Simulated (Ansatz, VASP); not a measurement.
One calculation of Sc2GaP3, two programs

```
CELL_PARAMETERS angstrom
4.21967 0.00000 0.00000
-2.10983 3.65434 0.00000
0.00000 0.00000 8.28874
ATOMIC_POSITIONS crystal
Sc 0.33333 0.66667 0.24782
Sc 0.33333 0.66667 0.75218
Ga 0.66667 0.33333 0.00000
P 0.66667 0.33333 0.50000
P 0.00000 0.00000 0.00000
P 0.00000 0.00000 0.50000
```

Change from the starting cell: species swapped into the Gd2CoNi3 type (P-6m2, No. 187).

Alike in both runs: task single point; functional PBE; k mesh 6 × 6 × 2; occupations gaussian, width 0.1 eV; no spin polarisation.

|  | VASP | Ansatz |
| --- | --- | --- |
| version | VASP 6.6.1 | Ansatz 0.2.0 |
| potentials or method | VASP PAW PBE potentials, release 64 (Sc_sv, Ga_d, P) | scalar-relativistic, plane waves, PAW |
| plane-wave cutoff (eV) | 520 | 420 |
| valence electrons in the cell | 50 | 50 |

Ansatz gave:

```
gap on the k mesh at the Fermi level (eV)       : none
pressure (GPa)                                  : -9.8
largest component of the traceless stress (GPa) : 5.47
rms of the force components (eV/Å)              : 0.180
```

Which values does VASP return?

gap on the k mesh at the Fermi level (eV): none; pressure (GPa): -9.8; largest component of the traceless stress (GPa): 5.45; rms of the force components (eV/Å): 0.181.

Atom by atom the forces differ by 0.001 eV/Å (rms over components). A gap of «none» marks a metal or a gap that the smearing closes.

Caveats: the k mesh is coarse (spacing up to 0.38 Å⁻¹), so the values aren't converged.
